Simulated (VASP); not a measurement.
Input of a VASP 6.6.1 run:

INCAR

```
SYSTEM = NiGe2O3
  ALGO = Fast
  EDIFF = 1E-4
  EDIFFG = -0.08
  ENCUT = 520
  GGA = PE
  IBRION = 2
  ISIF = 3
  ISMEAR = 0
  ISPIN = 2
  LASPH = .TRUE.
  LCHARG = .FALSE.
  LMAXMIX = 4
  LORBIT = 11
  LREAL = .FALSE.
  LWAVE = .FALSE.
  MAGMOM = 1 0 0 0 0 0
  NELM = 60
  NSW = 24
  PREC = Normal
  SIGMA = 0.15
```

File KPOINTS:

```
k-points
0
G
  4 4 2
  0 0 0
```

POSCAR

```
NiGe2O3
1.0
    3.1787457800      0.0000000000      0.0000000000
    0.0000000000      3.1787457800      0.0000000000
    0.0000000000      0.0000000000      6.9666373800
Ni Ge O
1 2 3
Direct
    0.0000000000      0.0000000000      0.0000000000
    0.0000000000      0.5000000000      0.7340000300
    0.5000000000      0.0000000000      0.2659999700
    0.5000000000      0.5000000000      0.0000000000
    0.0000000000      0.5000000000      0.3820000000
    0.5000000000      0.0000000000      0.6180000000
```

Potentials or basis: VASP PAW PBE potentials, release 64 (Ni, Ge_d, O).

Run with:

```bash
$ cat potpaw_PBE.64/Ni/POTCAR potpaw_PBE.64/Ge_d/POTCAR potpaw_PBE.64/O/POTCAR > POTCAR
$ mpirun -np 1 vasp_std > vasp.out
```

**Question.** Predict the relaxed volume.

**Answer.** 12.01 Å³/atom.

**Question.** Predict the net moment.

**Answer.** 1.70 μB per cell.

**Question.** Estimate the band gap on the k mesh.

**Answer.** None (metal or under the smearing width).

**Question.** Estimate the space group after relaxing (to 0.05 Å).

**Answer.** P-4m2 (No. 115).

Forces on the atoms (eV/Å):
```
Ni   0.000  0.000  0.000
Ge   0.000  0.000 -0.076
Ge   0.000  0.000  0.076
O    0.000  0.000  0.000
O    0.000  0.000  0.013
O    0.000  0.000 -0.013
```

Caveat: the k mesh is coarse (spacing up to 0.49 Å⁻¹), so the values aren't converged; a cell with one magnetic atom can't hold antiferromagnetic order, which such compounds often take; semilocal functionals often make such compounds metallic where correlation or magnetic order opens a gap, which also shifts bond lengths; the relaxation stopped at a loose force limit of 0.08 eV/Å, so its end isn't a converged minimum. With open d or f shells a metallic result of PBE can be an artefact of self-interaction; +U or a hybrid may open a gap.
